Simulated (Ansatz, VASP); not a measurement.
# TiO2: VASP beside Ansatz, part 2 of 2

One calculation is typed for both programs; each brings its own data sets. How far apart do they land? The cell is taken from a series of runs on this material, whose earlier steps may have relaxed, scaled, displaced or heated it; both programs get it as it stands.

VASP 6.6.1 and Ansatz 0.2.0.

So far: The structure; VASP: G0W0 gap, LDA.

**3. Ansatz: G0W0 gap, LDA**

Level of this step: Ansatz beside VASP: Kohn-Sham DFT, plane waves, LDA (Ansatz).

Ansatz runs on its PAW soft_1 files.

The same cell, functional (in two slightly different forms) and mesh now go to Ansatz, which takes its cutoff from its data sets.

File input.yaml:

```yaml
crystal:
  lattice:
    - [4.54534955, 0.0, 0.0]
    - [0.0, 5.51961944, 0.0]
    - [0.0, 0.0, 4.90919686]
  atoms:
    - { symbol: Ti, position: [0.5, 0.6735433344, 0.75] }
    - { symbol: Ti, position: [0.0, 0.8264566656, 0.25] }
    - { symbol: Ti, position: [0.5, 0.3264566656, 0.25] }
    - { symbol: Ti, position: [0.0, 0.1735433344, 0.75] }
    - { symbol: O, position: [0.7267146829, 0.6214461128, 0.0822389199] }
    - { symbol: O, position: [0.2267146829, 0.8785538872, 0.9177610801] }
    - { symbol: O, position: [0.7732853171, 0.8785538872, 0.5822389199] }
    - { symbol: O, position: [0.2732853171, 0.6214461128, 0.4177610801] }
    - { symbol: O, position: [0.7267146829, 0.3785538872, 0.5822389199] }
    - { symbol: O, position: [0.2267146829, 0.1214461128, 0.4177610801] }
    - { symbol: O, position: [0.7732853171, 0.1214461128, 0.0822389199] }
    - { symbol: O, position: [0.2732853171, 0.3785538872, 0.9177610801] }
kpoints:
  mp_grid: { grid: [4, 2, 4] }
hamiltonian:
  xc: lda
  pseudopotentials: { kind: paw, azcp: { folder: soft_1 }, xc_functional: pbe }
scf:
  occupations: { method: fixed }
gw:
  n_empty_bands: 463
  ecut_chi: 140
  qp_bands: [v4, c4]
  qp_kpoints: band_edges
  screening: { model: contour_deformation }
```

Launch:

```
ansatz run input.yaml --threads 2 --pin off --max-ram 92160MiB --backend cuda --events-out ev --progress --plain --runs-dir out --devices 1 --max-vram 13GiB
```

Numbers of over 12 decimals in the logs are rounded to 6 here.

Output:

```text
GPUs: using 1 of 1 available (devices: 1).
Engine: ansatz 0.2.0, x86_64-unknown-linux-gnu
Pseudopotentials: kind: paw
Pseudopotential: Ti, paw, valence charge 12, recommended cutoff 420 eV (normal), soft_1/Ti.paw.azcp
Pseudopotential: O, paw, valence charge 6, recommended cutoff 420 eV (normal), soft_1/O.paw.azcp
Functional definition: SPW92
  exchange = slater_x
  correlation = pw_c
device memory: the entry about to start is reckoned to put 1.8 GiB on a device that reports 32.0 GiB free (of which the cap on the GPU budget leaves the run 13.0 GiB)
GPU FFT provider: cuFFT
GPU libraries: cuBLAS 13.8.2, cuFFT 12.4.0, cuSOLVER 12.3.4
Crystal: 12 atoms, lattice volume = 123.165 Å³
Basis set: ecut = 420 eV, 2417 PW (Γ)
Bands: 60, of which v1, the nominal top of the filled ones, is band 48 counted from 1 (47 counted from 0)
Symmetry: 8 space group operations
Space group: Pbcn (ITA 60), of the structure as read, at distance tolerance 5.0e-5 Å
k-points: 18 of 32
Non-local potential: Ti, projectors of the file, l = 0: 3, l = 1: 2, l = 2: 3, l = 3: 1
Non-local potential: O, projectors of the file, l = 0: 2, l = 1: 2, l = 2: 1
PAW form: soft (Blöchl's): semilocal exchange-correlation on the pseudo side does not see the compensation charge
PAW frozen core: Ti, regenerated for the run's functional, and the local potential with it (the file was generated under x = pbe(κ = 0.804, μ = 0.219515), c = pbe(β = 0.066725))
PAW frozen core: O, regenerated for the run's functional, and the local potential with it (the file was generated under x = pbe(κ = 0.804, μ = 0.219515), c = pbe(β = 0.066725))
PAW one-centre angular grid: Ti, 590 points (default); XC on 64 Gauss nodes
PAW one-centre angular grid: O, 110 points (default); XC on 64 Gauss nodes
Initial density: superposition of atomic densities (chi_scale 0.1, normalization cell, long waves kept (reshape's long-wave potential 0.00 eV rms))
Initial wavefunctions: pseudopotential atomic-orbital guess
GPU buffer pool allocated for 46080 grid points (all kernels)
GPU transforms: local potential and band sums: pruned to the plane-wave sphere, on 32×40×36
Functional: x = slater, c = lda
SCF iter   1: F=—  HF=-14261.235563 eV  |F-HF|=—  |Δ(HF+E_count)|=         —  Δρ=5.31e-2  dr2=3.01e0  ethr=3.10e-3  ⟨swp⟩=3.1  Hψ=3083  notcnv=0  defer=120
preconditioner: auto → Resta (q_TF=auto, 2.617 Å⁻¹)  ε∞=8.8  [insulator: Δε(μ)=2.572 eV  Ē_g=9.585 eV  n_scr=34 (ndim 8)  ℏωp=26.8 eV  f_vac=0.000  ε∞_Penn≈8.8]
SCF iter   2: F=—  HF=-14260.999269 eV  |F-HF|=—  |Δ(HF+E_count)|=   2.36e-1  Δρ=3.19e-2  dr2=9.51e-1  ethr=3.10e-3  ⟨swp⟩=3.0  Hψ=1890  notcnv=0  defer=131
SCF iter   3: F=—  HF=-14260.920449 eV  |F-HF|=—  |Δ(HF+E_count)|=   7.88e-2  Δρ=2.18e-2  dr2=6.08e-1  ethr=9.91e-4  ⟨swp⟩=2.0  Hψ=1486  notcnv=0  defer=122
SCF iter   4: F=—  HF=-14260.812784 eV  |F-HF|=—  |Δ(HF+E_count)|=   1.08e-1  Δρ=4.12e-3  dr2=1.88e-2  ethr=6.33e-4  ⟨swp⟩=2.0  Hψ=1562  notcnv=0  defer=122
SCF iter   5: F=—  HF=-14260.814003 eV  |F-HF|=—  |Δ(HF+E_count)|=   1.22e-3  Δρ=1.27e-3  dr2=2.58e-3  ethr=1.96e-5  ⟨swp⟩=2.6  Hψ=1502  notcnv=0  defer=174
SCF iter   6: F=—  HF=-14260.813962 eV  |F-HF|=—  |Δ(HF+E_count)|=   4.15e-5  Δρ=2.73e-4  dr2=7.54e-5  ethr=2.69e-6  ⟨swp⟩=2.0  Hψ=1434  notcnv=0  defer=174
SCF iter   7: F=—  HF=-14260.813966 eV  |F-HF|=—  |Δ(HF+E_count)|=   4.48e-6  Δρ=4.02e-5  dr2=2.08e-6  ethr=7.85e-8  ⟨swp⟩=2.4  Hψ=1576  notcnv=0  defer=116
SCF iter   8: F=-14260.813966 eV  HF=-14260.813966 eV  |F-HF|=5.52e-8  |Δ(HF+E_count)|=   1.67e-7  Δρ=9.47e-6  dr2=9.24e-8  ethr=1.04e-10  ⟨swp⟩=8.3  Hψ=4237  notcnv=0
SCF 1 converged in 8 iterations: F = -14260.813966 eV  dr2 = 9.24e-8
  greatest PAW one-centre occupation: 0.998 electrons in one spin orbital (limit 2), on the Ti atom at site 3 (counted from 0), in its partial waves of l = 0
device memory: the entry about to start is reckoned to put 2.1 GiB (of the 2.2 GiB reckoned in all, the device holds 0.1 GiB already) on a device that reports 33.3 GiB free (of which the cap on the GPU budget leaves the run 13.0 GiB)
NSCF: frozen V_eff on 18 k-points
the band table was solved once the SCF had ended and its energy, with any forces and stress, was formed, with the checks that follow a solve (4231 applications of the Hamiltonian). They found nothing against the state; the energy, forces and stress were not computed again (output.eigenvalues in the input reference)
device memory: the entry about to start is reckoned to put 3.6 GiB on a device that reports 33.4 GiB free (of which the cap on the GPU budget leaves the run 13.0 GiB)
NSCF: frozen V_eff on 18 k-points
G₀W₀ screening: q 1/18
[... further progress lines ...]
SCF converged after 8 iterations
Free energy (F): -14260.813966 eV
Harris-Foulkes:  -14260.813966 eV  (|F-HF|=5.52e-8)
Internal energy: -14260.813966 eV  (E = F + TS)
E sigma→0 (E₀):  -14260.813966 eV
Fermi energy:    8.543953 eV
--- Per-component energies (eV) ---
  E_band       = -783.108196
[...]
4    51     11.5535   -13.9199    -7.3031   -22.6753  0.7064    13.0660    13.0058  root
     4    52     11.5535   -13.9199    -7.3031   -22.6753  0.7064    13.0660    13.0058  root
     5    45      8.0721   -25.4434     4.4780   -20.8452  0.7081     7.9516     7.9519  root
     5    46      8.0721   -25.4434     4.4780   -20.8452  0.7081     7.9516     7.9519  root
     5    47      8.0721   -25.4434     4.4780   -20.8452  0.7081     7.9516     7.9519  root
     5    48      8.0721   -25.4434     4.4780   -20.8452  0.7081     7.9516     7.9519  root
     5    49     11.3673   -13.8892    -7.0793   -22.4065  0.7121    12.8593    12.8052  root
     5    50     11.3673   -13.8892    -7.0793   -22.4065  0.7121    12.8593    12.8052  root
     5    51     11.3673   -13.8892    -7.0793   -22.4065  0.7121    12.8593    12.8052  root
     5    52     11.3673   -13.8892    -7.0793   -22.4065  0.7121    12.8593    12.8052  root
     6    45      7.7658   -25.6489     4.2228   -21.3515  0.7133     7.6911     7.6912  root
     6    46      7.9863   -25.2421     4.5964   -20.5015  0.7060     7.8418     7.8422  root
     6    47      8.1293   -25.1836     4.0433   -21.0951  0.7100     8.0840     8.0841  root
     6    48      8.3878   -25.5680     4.4035   -21.0672  0.7096     8.2903     8.2905  root
     6    49     11.2742   -13.7015    -7.0031   -22.1607  0.7181    12.7819    12.7302  root
     6    50     11.3115   -13.7284    -7.2463   -22.4576  0.7140    12.8519    12.7944  root
     6    51     11.3261   -13.5453    -7.3811   -22.4151  0.7128    12.8732    12.8147  root
     6    52     11.6160   -13.8405    -7.3575   -22.6493  0.7050    13.1266    13.0673  root
     7    45      7.7287   -25.4089     4.2862   -21.0290  0.7099     7.6348     7.6350  root
     7    46      7.8257   -25.4016     4.2895   -21.0040  0.7135     7.7174     7.7176  root
     7    47      8.1534   -25.5647     4.5441   -20.8988  0.7078     8.0313     8.0316  root
     7    48      8.3261   -25.6703     4.5331   -21.0210  0.7083     8.2097     8.2100  root
     7    49     11.3086   -13.8716    -6.9924   -22.3206  0.7169    12.8180    12.7652  root
     7    50     11.3656   -13.6334    -7.1638   -22.2458  0.7137    12.8689    12.8141  root
[...]
17    45      7.6758   -25.2487     4.4963   -20.6210  0.7063     7.5441     7.5445  root
    17    46      7.6758   -25.2487     4.4963   -20.6210  0.7063     7.5441     7.5445  root
    17    47      7.6758   -25.2487     4.4963   -20.6210  0.7063     7.5441     7.5445  root
    17    48      7.6758   -25.2487     4.4963   -20.6210  0.7063     7.5441     7.5445  root
    17    49     11.5105   -13.9811    -7.0047   -22.4179  0.7122    12.9971    12.9425  root
    17    50     11.5105   -13.9811    -7.0047   -22.4179  0.7122    12.9971    12.9425  root
    17    51     11.5105   -13.9811    -7.0047   -22.4179  0.7122    12.9971    12.9425  root
    17    52     11.5105   -13.9811    -7.0047   -22.4179  0.7122    12.9971    12.9425  root
```

**4. Differences**

Known differences besides the potentials themselves: the two LDA forms differ slightly; fixed occupations in Ansatz, narrow Gaussian smearing in VASP; the cutoff is 420 eV in Ansatz and 440 eV in VASP; VASP's log shows a relativistic correction to its local exchange, Ansatz's none; Ansatz integrates over frequency by contour deformation, VASP on a grid of NOMEGA points. Total energies have different zeros and are not compared.

Compared:

| quantity | Ansatz | VASP | difference |
| --- | --- | --- | --- |
| G0W0 gap on the mesh (eV) | 4.07 | 4.18 | -0.11 |
| Kohn-Sham gap under it (eV) | 2.53 | 2.52 | +0.01 |

**5. Results**

| Item | Value |
| --- | --- |
| difference in G0W0 gap on the mesh (G0W0 gap, LDA) | -0.11 eV |

In words: The difference in G0W0 gap on the mesh is -0.11 eV (G0W0 gap, LDA). Such differences can come from data sets, numerical settings and the points named under the comparisons, not from the functional's error against experiment.

[Lines on the potential files, build, host, timing and source positions are cut from VASP's logs without a mark.]

[Logs are printed without paths, hosts, clocks, repeated set-up lines and the standing remarks that a program may print on its own settings, such as how far it seeks lower states.]

[Hosts, paths, dates, database ids (printed as entryN), source tags and the programs' standing remarks are cut or masked in the printed files.]
